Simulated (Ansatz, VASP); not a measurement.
# Rb2VCl6: VASP beside Ansatz

Wanted: the spread between two codes on one cell, functional and k mesh. The cell is generated by rule, not measured, and may not be a known phase. The two relaxations start from unlike cells of this crystal (the structure described is Ansatz's start), so only their ends are compared.

Main program and level: Ansatz 0.2.0; plane waves, with VASP 6.6.1 beside it; relaxation of cell and atoms at LDA.

The structure was built from a prototype and need not be the compound's stable phase.

## Step 1: Starting point

It takes space group Fm-3m (No. 225, cubic). Conventional cell: a = 10.137 Å, b = 10.137 Å, c = 10.137 Å, α = 90.00°, β = 90.00°, γ = 90.00°. Rb has 12 Cl at 3.58 Å nearest. V has 6 Cl at 2.46 Å nearest. Nearest to Cl lie 1 V at 2.46 Å and 4 Rb at 3.58 Å. Farther neighbours and most contacts between anions are not listed.

Coordinates:

```
Rb V Cl
1.0
     0.00000    5.06826    5.06826
     5.06826    0.00000    5.06826
     5.06826    5.06826    0.00000
Rb V Cl
2 1 6
Direct
  0.25000 0.25000 0.25000
  0.75000 0.75000 0.75000
  0.00000 0.00000 0.00000
  0.24269 0.24269 0.75731
  0.75731 0.75731 0.24269
  0.24269 0.75731 0.24269
  0.75731 0.24269 0.75731
  0.75731 0.24269 0.24269
  0.24269 0.75731 0.75731
```

## Step 2: VASP: relaxation of cell and atoms, LDA

The relaxed volume is the usual yardstick between codes: in a stiff, nearly cubic crystal its relative difference is about their pressure difference at one cell divided by the bulk modulus.

Lines of VASP's logs that name or quote its potential files are left out, and so is its time.

INCAR

```
SYSTEM = Rb2VCl6
PREC = Accurate
ENCUT = 500
EDIFF = 1E-07
NELM = 120
ISMEAR = -1
SIGMA = 0.02
LREAL = .FALSE.
ALGO = Normal
GGA = CA
NBANDS = 45
LASPH = .TRUE.
LORBIT = 11
LWAVE = .FALSE.
LCHARG = .FALSE.
ISIF = 3
IBRION = 2
NSW = 80
EDIFFG = -0.005
GGA_COMPAT = .FALSE.
NELMIN = 4
KPAR = 2
```

POSCAR

```
Rb2VCl6
1.0
    0.0000000000      4.7388289033      4.7388289033
    4.7388289033      0.0000000000      4.7388289033
    4.7388289033      4.7388289033      0.0000000000
Rb V Cl
2 1 6
Direct
    0.2499999507      0.2499999507      0.2499999507
    0.7499999507      0.7499999507      0.7499999507
    0.0000000000      0.0000000000      0.0000000000
    0.2402469746      0.2402469746      0.7597530254
    0.7597529268      0.7597529268      0.2402470732
    0.2402469746      0.7597530254      0.2402469746
    0.7597529268      0.2402470732      0.7597529268
    0.7597530254      0.2402469746      0.2402469746
    0.2402470732      0.7597529268      0.7597529268
```

KPOINTS

```
Automatic mesh
0
Gamma
4 4 4
0 0 0
```

PAW data sets: Rb_sv, V_sv and Cl (LDA family, release 64).

The run is started by

```sh
mpirun -np 2 vasp_std
```

Numbers of over 12 decimals in the logs are rounded to 6 here.

Output:

```text
[banner, memory and clock lines left out]
running    2 mpi-ranks, on    1 nodes
 distrk:  each k-point on    1 cores,    2 groups
 distr:  one band on    1 cores,    1 groups

 POSCAR found type information on POSCAR RbV Cl
 POSCAR found :  3 types and       9 ions
 LDA part: xc-table for (Slater(with rela. corr.)+CA(PZ))
 , standard interpolation
 POSCAR, INCAR and KPOINTS ok, starting setup
 FFT: planning ... GRIDC
 FFT: planning ... GRID_SOFT
 FFT: planning ... GRID
 WAVECAR not read
 entering main loop
       N       E                     dE             d eps       ncg     rms          rms(c)
DAV:   1     0.591737012262E+03    0.59174E+03   -0.33257E+04   744   0.143E+03
DAV:   2     0.459579108844E+01   -0.58714E+03   -0.57534E+03   906   0.334E+02
DAV:   3    -0.439951004177E+02   -0.48591E+02   -0.48347E+02   936   0.990E+01
DAV:   4    -0.451100657913E+02   -0.11150E+01   -0.11111E+01   952   0.155E+01
DAV:   5    -0.451583058571E+02   -0.48240E-01   -0.48215E-01  1067   0.238E+00    0.237E+01
DAV:   6    -0.435015019595E+02    0.16568E+01   -0.50388E+01   800   0.353E+01    0.255E+01
DAV:   7    -0.412367236427E+02    0.22648E+01   -0.54591E+01   808   0.460E+01    0.115E+01
DAV:   8    -0.401078781696E+02    0.11288E+01   -0.29352E+00   790   0.891E+00    0.454E+00
DAV:   9    -0.398516575183E+02    0.25622E+00   -0.43943E-01   898   0.413E+00    0.138E+00
DAV:  10    -0.398394956919E+02    0.12162E-01   -0.79147E-02   816   0.135E+00    0.408E-01
DAV:  11    -0.398389720709E+02    0.52362E-03   -0.95656E-03   798   0.669E-01    0.317E-01
DAV:  12    -0.398390147990E+02   -0.42728E-04   -0.97709E-04   840   0.266E-01    0.129E-01
DAV:  13    -0.398388496743E+02    0.16512E-03   -0.72049E-04   801   0.217E-01    0.878E-02
DAV:  14    -0.398388410978E+02    0.85765E-05   -0.69925E-05   800   0.421E-02    0.421E-02
DAV:  15    -0.398388307423E+02    0.10356E-04   -0.21728E-05   811   0.264E-02    0.106E-02
DAV:  16    -0.398388300255E+02    0.71672E-06   -0.38716E-06   888   0.100E-02    0.357E-03
DAV:  17    -0.398388300289E+02   -0.34024E-08   -0.19782E-07   656   0.226E-03
   1 F= -.39838830E+02 E0= -.39829864E+02  d E =-.398388E+02
[...]
2 F= -.39838885E+02 E0= -.39829939E+02  d E =-.548172E-04
[...]
3 F= -.39838885E+02 E0= -.39829938E+02  d E =-.551824E-04
[...]
4 F= -.39838926E+02 E0= -.39829979E+02  d E =-.405149E-04
 trial-energy change:   -0.000041  1 .order   -0.000041   -0.000051   -0.000031
 step:   2.5105(harm=  2.5105)  dis= 0.00170  next Energy=   -39.838950 (dE=-0.647E-04)
 bond charge predicted
       N       E                     dE             d eps       ncg     rms          rms(c)
DAV:   1    -0.398392209155E+02   -0.29519E-03   -0.17739E-02   730   0.610E-01    0.143E-01
DAV:   2    -0.398392353236E+02   -0.14408E-04   -0.21051E-03   730   0.353E-01    0.152E-01
DAV:   3    -0.398389716331E+02    0.26369E-03   -0.48100E-04   786   0.202E-01    0.322E-02
DAV:   4    -0.398389510385E+02    0.20595E-04   -0.10461E-04   838   0.509E-02    0.280E-02
DAV:   5    -0.398389507436E+02    0.29486E-06   -0.56459E-06   873   0.108E-02    0.113E-02
DAV:   6    -0.398389503061E+02    0.43753E-06   -0.21266E-06  1027   0.704E-03    0.221E-03
DAV:   7    -0.398389503092E+02   -0.31632E-08   -0.14141E-07   559   0.195E-03
   5 F= -.39838950E+02 E0= -.39830006E+02  d E =-.650979E-04
 curvature:  -1.69 expect dE=-0.462E-05 dE for cont linesearch -0.937E-08
 trial: gam= 0.15962 g(F)=  0.401E-06 g(S)=  0.234E-05 ort = 0.620E-06 (trialstep = 0.129E+01)
 search vector abs. value=  0.470E-05
 reached required accuracy - stopping structural energy minimisation
```

From OUTCAR (step 2):

```text
ion  position               nearest neighbor table
   1  0.250  0.250  0.250-   4 3.35   6 3.35   8 3.35   9 3.35   7 3.35   9 3.35   5 3.35   7 3.35
                             5 3.35   8 3.35   6 3.35   4 3.35   3 4.10   3 4.10   3 4.10   3 4.10
   2  0.750  0.750  0.750-   5 3.35   7 3.35   9 3.35   6 3.35   8 3.35   6 3.35   8 3.35   4 3.35
                             4 3.35   5 3.35   9 3.35   7 3.35   3 4.10   3 4.10   3 4.10   3 4.10
   3  0.000  0.000  0.000-   4 2.28   6 2.28   8 2.28   7 2.28   5 2.28   9 2.28   1 4.10   2 4.10
                             2 4.10   2 4.10   1 4.10   1 4.10   1 4.10   2 4.10
   4  0.240  0.240  0.760-   3 2.28   1 3.35   2 3.35   2 3.35   1 3.35
   5  0.760  0.760  0.240-   3 2.28   2 3.35   1 3.35   1 3.35   2 3.35
   6  0.240  0.760  0.240-   3 2.28   1 3.35   2 3.35   2 3.35   1 3.35
   7  0.760  0.240  0.760-   3 2.28   2 3.35   1 3.35   1 3.35   2 3.35
   8  0.760  0.240  0.240-   3 2.28   1 3.35   2 3.35   2 3.35   1 3.35
   9  0.240  0.760  0.760-   3 2.28   2 3.35   1 3.35   1 3.35   2 3.35

  LATTYP: Found a face centered cubic cell.
 ALAT       =     9.4776578066

 Subroutine GETGRP returns: Found 48 space group operations
 (whereof 48 operations were pure point group operations)

The static configuration has the point symmetry O_h .

 Found      8 irreducible k-points:

   k-points           NKPTS =      8   k-points in BZ     NKDIM =      8   number of bands    NBANDS=     45

   dimension x,y,z NGX =    50 NGY =   50 NGZ =   50
   dimension x,y,z NGXF=   100 NGYF=  100 NGZF=  100

   ENCUT  =  500.0 eV  36.75 Ry    6.06 a.u.  12.22 12.22 12.22*2*pi/ulx,y,z

   NELECT =      73.0000    total number of electrons

 k-points in reciprocal lattice and weights: Automatic mesh
   0.00000000  0.00000000  0.00000000       0.016
   0.25000000  0.00000000  0.00000000       0.125
   0.50000000  0.00000000  0.00000000       0.062
   0.25000000  0.25000000  0.00000000       0.094
   0.50000000  0.25000000  0.00000000       0.375
  -0.25000000  0.25000000  0.00000000       0.188
   0.50000000  0.50000000  0.00000000       0.047
  -0.25000000  0.50000000  0.25000000       0.094

 average (electrostatic) potential at core
       1 -34.4358       2 -34.4358       3 -79.8928       4 -96.9255       5 -96.9255
       6 -96.9255       7 -96.9255       8 -96.9255       9 -96.9255

 E-fermi :   2.3258

 k-point     1 :       0.0000    0.0000    0.0000
  band No.  band energies     occupation
    ...
     35       0.8138      2.00000
     36       0.8139      2.00000
     37       2.2634      1.91559
     38       2.2634      1.91559
     39       2.2634      1.91559
     40       4.8731      0.00000
     41       4.8731      0.00000
     42       6.6612      0.00000
     43       7.1510      0.00000
     44       7.1510      0.00000
    ...

 k-point     2 :       0.2500    0.0000    0.0000
  band No.  band energies     occupation
    ...
     33       0.4958      2.00000
     34       0.5504      2.00000
     35       0.5504      2.00000
     36       0.6608      2.00000
     37       2.3260      0.99463
     38       2.3810      0.11934
     39       2.3810      0.11934
     40       4.7130      0.00000
     41       4.7130      0.00000
     42       7.3347      0.00000
    ...

 k-point     3 :       0.5000    0.0000    0.0000
  band No.  band energies     occupation
    ...
     32       0.2567      2.00000
     33       0.2567      2.00000
     34       0.4251      2.00000
     35       0.4502      2.00000
     36       0.4502      2.00000
     37       2.3596      0.31123
     38       2.4637      0.00203
     39       2.4637      0.00203
     40       4.5862      0.00000
     41       4.5862      0.00000
    ...

  Total       -0.0120543     -0.0120543     -0.0120543      0.0000000      0.0000000     -0.0000000
  in kB       -0.0909682     -0.0909682     -0.0909682      0.0000000      0.0000000     -0.0000000
  external PRESSURE =      -0.0909682 kB  Pullay stress =       0.0000000 kB

  energy-cutoff  :      500.00
  volume of cell :      212.31
      direct lattice vectors                 reciprocal lattice vectors
    -0.000000000  4.734895200  4.734895200    -0.105598958  0.105598958  0.105598958
     4.734895200  0.000000000  4.734895200     0.105598958 -0.105598958  0.105598958
     4.734895200  4.734895200 -0.000000000     0.105598958  0.105598958 -0.105598958

 POSITION                                       TOTAL-FORCE (eV/Angst)
 -----------------------------------------------------------------------------------
      2.36745      2.36745      2.36745        -0.000000     -0.000000     -0.000000
      7.10234      7.10234      7.10234        -0.000000      0.000000      0.000000
      0.00000      0.00000      0.00000        -0.000000     -0.000000      0.000000
      4.73490      4.73490      2.27689        -0.000000     -0.000000     -0.001177
      4.73490      4.73490      7.19290        -0.000000     -0.000000      0.001177
      4.73490      2.27689      4.73490        -0.000000     -0.001177      0.000000
      4.73490      7.19290      4.73490        -0.000000      0.001177     -0.000000
      2.27689      4.73490      4.73490        -0.001177     -0.000000      0.000000
      7.19290      4.73490      4.73490         0.001177      0.000000     -0.000000
 -----------------------------------------------------------------------------------
    total drift:                                0.001169      0.001169      0.001169

  FREE ENERGIE OF THE ION-ELECTRON SYSTEM (eV)
  ---------------------------------------------------
  free  energy   TOTEN  =       -39.8389503092 eV

  energy  without entropy=      -39.8210611770  energy(sigma->0) =      -39.83000574

 reached required accuracy - stopping structural energy minimisation

 total charge
# of ion       s       p       d       tot
------------------------------------------
    1        1.938   5.336   0.028   7.301
    2        1.938   5.336   0.028   7.301
    3        2.266   6.273   2.903  11.442
    4        1.600   3.508   0.000   5.109
    5        1.600   3.508   0.000   5.109
    6        1.600   3.508   0.000   5.109
    7        1.600   3.508   0.000   5.109
    8        1.600   3.508   0.000   5.109
    9        1.600   3.508   0.000   5.109
--------------------------------------------------
tot         15.743  37.994   2.958  56.695

[... 3 further parts left out ...]
```

CONTCAR:

```
Rb2VCl6
   1.00000000000000
    -0.0000000000000000    4.7348951999800617    4.7348951999800617
     4.7348951999800617    0.0000000000000000    4.7348951999800617
     4.7348951999800617    4.7348951999800617   -0.0000000000000000
  Rb              V               Cl
     2     1     6
Direct
     0.2499999507000012    0.2499999507000012    0.2499999507000012
     0.7499999507000012    0.7499999507000012    0.7499999507000012
     0.0000000000000000    0.0000000000000000    0.0000000000000000
     0.2404372949593815    0.2404372949593815    0.7595627050406185
     0.7595626064406139    0.7595626064406139    0.2404373935593861
     0.2404372949593815    0.7595627050406185    0.2404372949593815
     0.7595626064406139    0.2404373935593861    0.7595626064406139
     0.7595627050406185    0.2404372949593815    0.2404372949593815
     0.2404373935593861    0.7595626064406139    0.7595626064406139
```

This run has no spin polarisation, so a moment on V, if there is one, isn't seen. Its electron count is odd, so without a moment it is a metal by construction. The k-mesh is coarse for a metal. Oxides and halides of V are often magnetic insulators, and a metal at this level, without U or exact exchange, may be an artefact. The run keeps the 48 symmetry operations of its start, so it cannot find a distortion of lower symmetry.

(Continued in part 2 of 2.)

[Lines on the potential files, build, host, timing and source positions are cut from VASP's logs without a mark.]

[Logs are printed without paths, hosts, clocks, repeated set-up lines and the standing remarks that a program may print on its own settings, such as how far it seeks lower states.]

[Hosts, paths, dates, database ids (printed as entryN), source tags and the programs' standing remarks are cut or masked in the printed files.]
